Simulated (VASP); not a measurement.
Consider the following.

```
Na
1.0
   -2.17260     2.17260     2.17260
    2.17260    -2.17260     2.17260
    2.17260     2.17260    -2.17260
Na
1
Direct
  0.00000   0.00000   0.00000
```

All values below come from PBE GGA, VASP's PBE PAW potentials (set 64) (plane waves; VASP). Numerical set-up: 400 eV cut-off, 9×9×9 Γ-centred mesh, first-order Methfessel-Paxton smearing of 0.10 eV, potentials Na_pv.

### Question
Estimate the energy per atom (σ→0), band gap (on the k-mesh) with the smallest direct gap where there is one.

### Answer

| Property | Result |
|---|---|
| band gap (on the k-mesh) | none (metal, semimetal or under 0.01 eV) |
| energy per atom (σ→0) | -1.306 eV/atom |

Only differences to runs with the same potentials and settings are physical.

The compound is Na in the bcc structure. The cell was not relaxed at this level.
